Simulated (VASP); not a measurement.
# TaTe (Pm-3m) in VASP: further runs

Runs on TaTe. Level: PBEsol. Tasks: density of states, electric field gradients, core levels, phonons, elastic constants.

Program: VASP 6.6.1. These are calculated values, not measurements. Logs are shortened: lines on timing, memory, paths and dates and some standing lists are left out, and cuts for length are marked.

## (1) The crystal as given

Symmetry: Pm-3m, No. 221, cubic system. The conventional cell has a = 3.420 Å, b = 3.420 Å, c = 3.420 Å, α = 90.00°, β = 90.00°, γ = 90.00°. Ta (site symmetry m-3m) has 8 Te at 2.96 Å as nearest neighbours. Around Te (site symmetry m-3m) lie 8 Ta at 2.96 Å.

The cell was built by a generator and needn't be a form met in nature.

## (2) Density of states, PBEsol

POSCAR reads:

```
TaTe
1.0
    3.4200900000      0.0000000000      0.0000000000
    0.0000000000      3.4200900000      0.0000000000
    0.0000000000      0.0000000000      3.4200900000
Ta Te
1 1
Direct
    0.5000000000      0.5000000000      0.5000000000
    0.0000000000      0.0000000000      0.0000000000
```

INCAR.step1 reads:

```
SYSTEM = TaTe
PREC     = Accurate       ! precision mode
ENCUT    = 520            ! plane-wave cutoff, eV
EDIFF    = 1E-6           ! SCF threshold, eV
ISMEAR   = 0              ! smearing method
SIGMA    = 0.02           ! smearing width, eV
LREAL    = .False.        ! projectors in reciprocal space
LASPH    = .True.         ! aspherical terms in the spheres
NELM     = 80             ! most SCF steps
ALGO     = Normal         ! electronic algorithm
ISIF     = 2              ! what is computed and relaxed
LWAVE    = .False.        ! write WAVECAR
LCHARG   = .True.         ! write CHGCAR
LMAXMIX  = 4              ! l up to which the mixer works
GGA      = PS             ! functional
```

KPOINTS.step1 reads:

```
Automatic mesh
0
Gamma
  8 8 8
  0 0 0
```

INCAR.step2 reads:

```
SYSTEM = TaTe
PREC     = Accurate       ! precision mode
ENCUT    = 520            ! plane-wave cutoff, eV
EDIFF    = 1E-6           ! SCF threshold, eV
ISMEAR   = -5             ! smearing method
SIGMA    = 0.02           ! smearing width, eV
LREAL    = .False.        ! projectors in reciprocal space
LASPH    = .True.         ! aspherical terms in the spheres
NELM     = 80             ! most SCF steps
ALGO     = Normal         ! electronic algorithm
ISIF     = 2              ! what is computed and relaxed
LWAVE    = .False.        ! write WAVECAR
LCHARG   = .False.        ! write CHGCAR
LMAXMIX  = 4              ! l up to which the mixer works
GGA      = PS             ! functional
LORBIT   = 10             ! projections on sites
NEDOS    = 1001           ! points of the DOS
ICHARG   = 11             ! starting density
```

KPOINTS.step2 reads:

```
Automatic mesh
0
Gamma
  12 12 12
  0 0 0
```

Potentials or basis: VASP PAW PBE potentials, release 64 (Ta_pv, Te).

On the command line:

```bash
cat potpaw_PBE.64/Ta_pv/POTCAR potpaw_PBE.64/Te/POTCAR > POTCAR
cp INCAR.step1 INCAR
cp KPOINTS.step1 KPOINTS
mpirun -np 1 vasp_std > vasp.out
cp INCAR.step2 INCAR
cp KPOINTS.step2 KPOINTS
mpirun -np 1 vasp_std > vasp.out
```

OUTCAR:

```text
SYSTEM = TaTe
   PREC = Accurate
   ENCUT = 520
   EDIFF = 1E-6
   ISMEAR = -5
   LREAL = .False.
   LASPH = .True.
   NELM = 80
   ISIF = 2
   GGA = PS
   LORBIT = 10
   ICHARG = 11

 ion  position               nearest neighbor table
   1  0.500  0.500  0.500-   2 2.96   2 2.96   2 2.96   2 2.96   2 2.96   2 2.96   2 2.96   2 2.96

   2  0.000  0.000  0.000-   1 2.96   1 2.96   1 2.96   1 2.96   1 2.96   1 2.96   1 2.96   1 2.96

  LATTYP: Found a simple cubic cell.
 ALAT       =     3.4200900000

  Lattice vectors:

 A1 = (   3.4200900000,   0.0000000000,   0.0000000000)
 A2 = (   0.0000000000,   3.4200900000,   0.0000000000)
 A3 = (   0.0000000000,   0.0000000000,   3.4200900000)

Analysis of symmetry for initial positions (statically):
=====================================================================
 Subroutine PRICEL returns:
 Original cell was already a primitive cell.

 Routine SETGRP: Setting up the symmetry group for a
 simple cubic supercell.

 Subroutine GETGRP returns: Found 48 space group operations
 (whereof 48 operations were pure point group operations)
 out of a pool of 48 trial point group operations.

The static configuration has the point symmetry O_h .

Analysis of symmetry for dynamics (positions and initial velocities):
=====================================================================
 Subroutine PRICEL returns:
 Original cell was already a primitive cell.

 Routine SETGRP: Setting up the symmetry group for a
 simple cubic supercell.

 Subroutine GETGRP returns: Found 48 space group operations
 (whereof 48 operations were pure point group operations)
 out of a pool of 48 trial point group operations.

The dynamic configuration has the point symmetry O_h .

 Subroutine INISYM returns: Found 48 space group operations
 (whereof 48 operations are pure point group operations),
 and found     1 'primitive' translations

----------------------------------------------------------------------------------------

                                     Primitive cell

  volume of cell :      40.0048

  direct lattice vectors                    reciprocal lattice vectors
     3.420090000  0.000000000  0.000000000     0.292389966  0.000000000  0.000000000
     0.000000000  3.420090000  0.000000000     0.000000000  0.292389966  0.000000000
     0.000000000  0.000000000  3.420090000     0.000000000  0.000000000  0.292389966

  length of vectors
     3.420090000  3.420090000  3.420090000     0.292389966  0.292389966  0.292389966

  position of ions in fractional coordinates (direct lattice)
     0.500000000  0.500000000  0.500000000
     0.000000000  0.000000000  0.000000000

  ion indices of the primitive-cell ions
   primitive index   ion index
                 1           1
                 2           2

----------------------------------------------------------------------------------------

 KPOINTS: Automatic mesh

Automatic generation of k-mesh.
 Grid dimensions read from file:
 generate k-points for:   12   12   12

 Generating k-lattice:

  Cartesian coordinates                     Fractional coordinates (reciprocal lattice)
     0.024365831  0.000000000  0.000000000     0.083333333  0.000000000  0.000000000
     0.000000000  0.024365831  0.000000000     0.000000000  0.083333333  0.000000000
     0.000000000  0.000000000  0.024365831     0.000000000  0.000000000  0.083333333

  Length of vectors
     0.024365831  0.024365831  0.024365831

  Shift w.r.t. Gamma in fractional coordinates (k-lattice)
     0.000000000  0.000000000  0.000000000

 TETIRR: Found    854 inequivalent tetrahedra from    10368

 Subroutine IBZKPT returns following result:
 ===========================================

 Found     84 irreducible k-points:

 Following reciprocal coordinates:
            Coordinates               Weight
  0.000000  0.000000  0.000000      1.000000
  0.083333  0.000000  0.000000      6.000000
  0.166667  0.000000  0.000000      6.000000
  0.250000  0.000000  0.000000      6.000000
  0.333333  0.000000  0.000000      6.000000
  0.416667  0.000000  0.000000      6.000000
[... 16 lines left out ...]
  0.333333  0.333333  0.000000     12.000000
  0.416667  0.333333  0.000000     24.000000
 [... further k-points ...]
   k-points           NKPTS =     84   k-points in BZ     NKDIM =     84   number of bands    NBANDS=     12
   number of dos      NEDOS =   1001   number of ions     NIONS =      2
   total plane-waves  NPLWV =  21952
   dimension x,y,z NGX =    28 NGY =   28 NGZ =   28
   dimension x,y,z NGXF=    56 NGYF=   56 NGZF=   56
   ions per type =               1   1
   NGX,Y,Z   is equivalent  to a cutoff of  13.61, 13.61, 13.61 a.u.
   NGXF,Y,Z  is equivalent  to a cutoff of  27.22, 27.22, 27.22 a.u.
 SYSTEM =  TaTe
   PREC   = accura    normal or accurate (medium, high low for compatibility)
   ISTART =      0    job   : 0-new  1-cont  2-samecut
   ICHARG =     11    charge: 1-file 2-atom 10-const
   ISPIN  =      1    spin polarized calculation?
   LNONCOLLINEAR =      F non collinear calculations
   LSORBIT =      F    spin-orbit coupling
   LASPH  =      T    aspherical Exc in radial PAW
   ENCUT  =  520.0 eV  38.22 Ry    6.18 a.u.   6.36  6.36  6.36*2*pi/ulx,y,z
   NELM   =     80;   NELMIN=  2; NELMDL=  0     # of ELM steps
   EDIFF  = 0.1E-05   stopping-criterion for ELM
   LREAL  =      F    real-space projection
   EDIFFG = 0.1E-04   stopping-criterion for IOM
   NSW    =      0    number of steps for IOM
   IBRION =     -1    ionic relax: 0-MD 1-quasi-New 2-CG
   NFREE  =      0    steps in history (QN), initial steepest desc. (CG)
   ISIF   =      2    stress and relaxation
   ISYM   =      2    0-nonsym 1-usesym 2-fastsym
   POTIM  = 0.5000    time-step for ionic-motion
   TEBEG  =    0.0;   TEEND  =   0.0 temperature during run
   PSTRESS=    0.0 pullay stress
   NELECT =      17.0000    total number of electrons
   NUPDOWN=      -1.0000    fix difference up-down
   EMIN   =  10.00;   EMAX   =-10.00  energy-range for DOS
   EFERMI =   0.00;   METHOD = LEGACY
   ISMEAR =    -5;   SIGMA  =   0.02  broadening in eV -4-tet -1-fermi 0-gaus
   EFERMI_NEDOS =   21; number of points for ismear=-14 and -15
   IALGO  =     38    algorithm
   IMIX   =      4    mixing-type and parameters
     AMIX     =   0.40;   BMIX     =  1.00
     AMIX_MAG =   1.60;   BMIX_MAG =  1.00
  volume/ion in A,a.u.               =      20.00       134.98
  Fermi-wavevector in a.u.,A,eV,Ry     =   1.230798  2.325872 20.610987  1.514865
  Thomas-Fermi vector in A             =   2.365633
   LORBIT       =     10    0 simple, 1 ext, 2 COOP (PROOUT), +10 PAW based schemes
   GGA     = PS    functional components
   LHFCALC =     F    Hartree Fock is set to
   AEXX    =    0.0000 exact exchange contribution
   IVDW    =     0    specifies the selected vdW correction
   LEPSILON=     F    determine dielectric tensor
   LRPA    =     F    only Hartree local field effects (RPA)
 non-spin polarized calculation
 Fermi weights with tetrahedron method with Bloechl corrections
  energy-cutoff  :      520.00
  volume of cell :       40.00
 maximum number of plane-waves:      1108
 NGX is ok and might be reduce to    28

 number of electron      17.0000005 magnetization

 Free energy of the ion-electron system (eV)
  ---------------------------------------------------
  ext. energy  EPLUGINS =         0.00000000
  ---------------------------------------------------
  free energy    TOTEN  =       -15.85275106 eV

  energy without entropy =      -15.85275106  energy(sigma->0) =      -15.85275106

 E-fermi :   9.5986     XC(G=0): -11.9941

 val. band max:        9.6110068133   @ k =   0.4167   0.4167   0.1667
 cond. band min:       9.3890031204   @ k =   0.5000   0.5000   0.0833
 fundamental gap:     -0.2220036929
 Fermi energy:         9.5986347122

 k-point     1 :       0.0000    0.0000    0.0000
  band No.  band energies     occupation
      1     -25.3273      2.00000
      2     -25.3273      2.00000
      3     -25.3273      2.00000
      4      -5.3224      2.00000
      5       6.7472      2.00000
      6       6.7472      2.00000
      7       8.1128      2.00000
      8       8.1128      2.00000
      9       8.1128      2.00000
     10      10.9570      0.00000
     11      10.9570      0.00000
     12      10.9570      0.00000

 k-point     2 :       0.0833    0.0000    0.0000
  band No.  band energies     occupation
      1     -25.3379      2.00000
      2     -25.3262      2.00000
      3     -25.3262      2.00000
      4      -5.2323      2.00000
      5       6.1872      2.00000
      6       6.7925      2.00000
      7       7.9571      2.00000
      8       7.9571      2.00000
      9       8.2005      2.00000
     10      10.9691      0.00000
     11      11.1734      0.00000
     12      11.1734      0.00000

 k-point     3 :       0.1667    0.0000    0.0000
  band No.  band energies     occupation
      1     -25.3667      2.00000
      2     -25.3233      2.00000
      3     -25.3233      2.00000
      4      -4.9689      2.00000
      5       4.9249      2.00000
      6       6.9221      2.00000
      7       7.6025      2.00000
      8       7.6025      2.00000
      9       8.6413      2.15075
     10      11.0024      0.00000
     11      11.7219      0.00000
     12      11.7219      0.00000
[... 286 lines left out ...]
 k-point    23 :       0.3333    0.3333    0.0000
  band No.  band energies     occupation
      1     -25.4300      2.00000
      2     -25.4265      2.00000
      3     -25.3058      2.00000
      4      -3.2567      2.00000
      5       3.0494      2.00000
      6       4.1001      2.00000
      7       7.7258      2.00000
      8       7.7570      2.00000
      9       9.6402      0.27632
     10      11.0461      0.00000
     11      11.6655      0.00000
     12      12.6255      0.00000

 k-point    24 :       0.4167    0.3333    0.0000
  band No.  band energies     occupation
      1     -25.4554      2.00000
      2     -25.4242      2.00000
      3     -25.3035      2.00000
      4      -3.0067      2.00000
      5       2.7782      2.00000
      6       4.1761      2.00000
      7       7.4059      2.00000
      8       7.9274      2.00000
      9       9.5949      1.11067
     10      11.2929      0.00000
     11      12.0423      0.00000
     12      12.0466      0.00000

 [... further k-points ...]
[... 5 lines left out ...]
  --------------------------------------------------------------------------------------
  -------------------------------------------------------------------------------------
  Total       -1.4995370     -1.4995370     -1.4995370      0.0000000      0.0000000     -0.0000000
  in kB      -60.0558292    -60.0558292    -60.0558292      0.0000000      0.0000000     -0.0000000
  external PRESSURE =     -60.0558292 kB  Pullay stress =       0.0000000 kB

 VOLUME and BASIS-vectors are now :
 -----------------------------------------------------------------------------
  energy-cutoff  :      520.00
  volume of cell :       40.00
      direct lattice vectors                 reciprocal lattice vectors
     3.420090000  0.000000000  0.000000000     0.292389966  0.000000000  0.000000000
     0.000000000  3.420090000  0.000000000     0.000000000  0.292389966  0.000000000
     0.000000000  0.000000000  3.420090000     0.000000000  0.000000000  0.292389966

 POSITION                                       TOTAL-FORCE (eV/Angst)
 -----------------------------------------------------------------------------------
      1.71005      1.71005      1.71005         0.000000      0.000000      0.000000
      0.00000      0.00000      0.00000         0.000000      0.000000      0.000000
 -----------------------------------------------------------------------------------
    total drift:                                0.000000      0.000000      0.000000

  FREE ENERGIE OF THE ION-ELECTRON SYSTEM (eV)
  ---------------------------------------------------
  free  energy   TOTEN  =       -15.8527510635 eV

  energy  without entropy=      -15.8527510635  energy(sigma->0) =      -15.85275106

 total charge

# of ion       s       p       d       tot
------------------------------------------
    1        0.276   6.099   2.373   8.748
    2        1.342   1.969   0.138   3.448
--------------------------------------------------
tot          1.617   8.069   2.510  12.196
```

It took 23 s on 1 thread of Intel Xeon Platinum 8559C (Emerald Rapids), shared host; peak memory 0.18 GiB.

Results:

```
Valence electrons inside the program's atomic spheres : Ta 8.75; Te 3.45
```

States per cell in windows of 1 eV (zero at the Fermi level; states under -8 eV left out):
| from (eV) | total | Ta1_d | Te2_p | Ta1_s | Te2_d | Ta1_p | Te2_s |
| --- | --- | --- | --- | --- | --- | --- | --- |
| -8.0 | 0.46 | 0.02 | 0.13 | 0.04 | 0.00 | 0.01 | 0.01 |
| -7.0 | 1.31 | 0.12 | 0.40 | 0.06 | 0.00 | 0.03 | 0.02 |
| -6.0 | 1.03 | 0.12 | 0.33 | 0.02 | 0.01 | 0.03 | 0.02 |
| -5.0 | 0.89 | 0.13 | 0.27 | 0.01 | 0.01 | 0.02 | 0.02 |
| -4.0 | 0.88 | 0.18 | 0.25 | 0.02 | 0.01 | 0.02 | 0.02 |
| -3.0 | 1.43 | 0.38 | 0.38 | 0.03 | 0.02 | 0.02 | 0.02 |
| -2.0 | 1.75 | 0.78 | 0.14 | 0.03 | 0.04 | 0.03 | 0.01 |
| -1.0 | 1.21 | 0.63 | 0.04 | 0.02 | 0.05 | 0.03 | 0.00 |
| 0.0 | 1.59 | 0.87 | 0.04 | 0.01 | 0.07 | 0.04 | 0.03 |
| 1.0 | 1.53 | 0.92 | 0.06 | 0.04 | 0.04 | 0.01 | 0.09 |
| 2.0 | 1.71 | 1.09 | 0.17 | 0.03 | 0.02 | 0.01 | 0.03 |
| 3.0 | 1.64 | 0.85 | 0.22 | 0.10 | 0.05 | 0.02 | 0.01 |
| 4.0 | 0.49 | 0.18 | 0.07 | 0.05 | 0.02 | 0.01 | 0.00 |
| 5.0 | 0.00 | 0.00 | 0.00 | 0.00 | 0.00 | 0.00 | 0.00 |
| 6.0 | 0.00 | 0.00 | 0.00 | 0.00 | 0.00 | 0.00 | 0.00 |

Caveat: the PAW data sets were made with another functional, which shifts forces and pressure a little; tetrahedron occupations give inexact forces and stress in metals.

## (3) Electric field gradients, PBEsol

INCAR reads:

```
SYSTEM = TaTe
ALGO = Normal
EDIFF = 1E-8
ENCUT = 520
GGA = PS
ISIF = 2
ISMEAR = 0
LASPH = .TRUE.
LCHARG = .FALSE.
LEFG = .TRUE.
LREAL = .FALSE.
LWAVE = .FALSE.
NELM = 80
PREC = Accurate
SIGMA = 0.02
```

KPOINTS reads:

```
k-points
0
G
  8 8 8
  0 0 0
```

POSCAR is that of step 2.

Potentials or basis: VASP PAW PBE potentials, release 64 (Ta_pv, Te).

On the command line:

```bash
cat potpaw_PBE.64/Ta_pv/POTCAR potpaw_PBE.64/Te/POTCAR > POTCAR
mpirun -np 1 vasp_std > vasp.out
```

OUTCAR:

```text
SYSTEM = TaTe
   EDIFF = 1E-8
   ENCUT = 520
   GGA = PS
   ISIF = 2
   ISMEAR = 0
   LASPH = .TRUE.
   LREAL = .FALSE.
   NELM = 80
   PREC = Accurate

 ion  position               nearest neighbor table
   1  0.500  0.500  0.500-   2 2.96   2 2.96   2 2.96   2 2.96   2 2.96   2 2.96   2 2.96   2 2.96

   2  0.000  0.000  0.000-   1 2.96   1 2.96   1 2.96   1 2.96   1 2.96   1 2.96   1 2.96   1 2.96

  LATTYP: Found a simple cubic cell.
 ALAT       =     3.4200900000

  Lattice vectors:

 A1 = (   3.4200900000,   0.0000000000,   0.0000000000)
 A2 = (   0.0000000000,   3.4200900000,   0.0000000000)
[... 575 lines left out ...]
  free  energy   TOTEN  =       -15.8282256273 eV

  energy  without entropy=      -15.8269893392  energy(sigma->0) =      -15.82760748

 Electric field gradients (V/A^2)
---------------------------------------------------------------------
 ion       V_xx      V_yy      V_zz      V_xy      V_xz      V_yz
---------------------------------------------------------------------
   1      -0.000    -0.000    -0.000     0.000     0.000    -0.000
   2       0.000    -0.000     0.000    -0.000     0.000    -0.000
---------------------------------------------------------------------

 Electric field gradients after diagonalization (V/A^2)
 (convention: |V_zz| > |V_xx| > |V_yy|)
----------------------------------------------------------------------
 ion       V_xx      V_yy      V_zz     asymmetry (V_yy - V_xx)/ V_zz
----------------------------------------------------------------------
   1      -0.000    -0.000    -0.000      -0.423
   2      -0.000     0.000     0.000       0.637
----------------------------------------------------------------------

           NMR quadrupolar parameters

 Cq : quadrupolar parameter    Cq=e*Q*V_zz/h
 eta: asymmetry parameters     (V_yy - V_xx)/ V_zz
 Q  : nuclear electric quadrupole moment in mb (millibarn)
----------------------------------------------------------------------
 ion       Cq(MHz)       eta       Q (mb)
----------------------------------------------------------------------
   1      -0.000      -0.423       1.000
   2       0.000       0.637       1.000
----------------------------------------------------------------------
```

It took 16 s on 1 thread of Intel Xeon Platinum 8559C (Emerald Rapids), shared host; peak memory 0.16 GiB.

What came out:

| Property | Result |
| --- | --- |
| Free energy | -15.8282 eV |
| Pressure | -5.3 GPa |
| Band gap on the k mesh | none (metal or under the smearing width) |

Electric field gradients, principal values (V/Å²):
| atom | Vxx | Vyy | Vzz |
| --- | --- | --- | --- |
| 1 Ta | 0.000 | 0.000 | 0.000 |
| 2 Te | 0.000 | 0.000 | 0.000 |

Caveat: the PAW data sets were made with another functional, which shifts forces and pressure a little.

(Continued in part 2 of 2.)
